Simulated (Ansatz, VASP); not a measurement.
Two plane-wave programs on KW4

Contents of INCAR:

```
PREC = Accurate
ENCUT = 600
EDIFF = 1E-6
ISMEAR = 0
SIGMA = 0.1
LREAL = False
LASPH = True
NELM = 100
ALGO = Fast
ISIF = 3
LWAVE = False
LCHARG = False
GGA = PE
IBRION = 2
NSW = 100
EDIFFG = -0.01
```

KPOINTS

```
Automatic mesh
0
Gamma
  8 8 8
```

Contents of POSCAR:

```
KW4
1.0
    4.4280972535      0.0000000000      0.0000000000
    0.0000000000      4.4280972535      0.0000000000
    0.0000000000      0.0000000000      4.4280972535
K W
1 4
Direct
    0.5000000000      0.5000000000      0.5000000000
    0.0000000000      0.5000000000      0.5000000000
    0.5000000000      0.0000000000      0.5000000000
    0.5000000000      0.5000000000      0.0000000000
    0.0000000000      0.0000000000      0.0000000000
```

Input for Ansatz:

```yaml
crystal:
  lattice:
    - [4.4280972535, 0.0, 0.0]
    - [0.0, 4.4280972535, 0.0]
    - [0.0, 0.0, 4.4280972535]
  atoms:
    - { symbol: K, position: [0.5, 0.5, 0.5] }
    - { symbol: W, position: [0.0, 0.5, 0.5] }
    - { symbol: W, position: [0.5, 0.0, 0.5] }
    - { symbol: W, position: [0.5, 0.5, 0.0] }
    - { symbol: W, position: [0.0, 0.0, 0.0] }
basis:
  ecutwfc: 420
kpoints:
  mp_grid: { grid: [8, 8, 8] }
hamiltonian:
  xc: pbe
scf:
  occupations: { method: gaussian, width: 0.1 }
output:
  forces: true
  stress: true
  eigenvalues: true
relax:
  adjacent_minimum: "off"
  f_tol: 0.01
  max_steps: 80
  cell: { stress_tol: 0.05 }
```

Alike in both runs: task relaxation of cell and atoms; functional PBE; k mesh 8 × 8 × 8; occupations gaussian, width 0.1 eV; no spin polarisation.

|  | VASP | Ansatz |
| --- | --- | --- |
| version | VASP 6.6.1 | Ansatz 0.2.0 |
| potentials or method | VASP PAW PBE potentials, release 64 (K_sv, W_sv) | scalar-relativistic, plane waves, PAW |
| plane-wave cutoff (eV) | 600 | 420 |
| valence electrons in the cell | 65 | 65 |

```csv
,VASP,Ansatz,Ansatz less VASP
"gap on the k mesh at the Fermi level, each at its own relaxed structure (eV)",none,none,-
relaxed volume (Å³/atom),17.66,17.31,-0.345
relaxed cell length with the largest relative difference (Å),4.453,4.424,-0.0292
energy change over the relaxation (meV/atom),-3,0,+2.8
```

A gap of «none» marks a metal or a gap that the smearing closes.

The runs have no spin-orbit coupling, so splittings on W are missing.
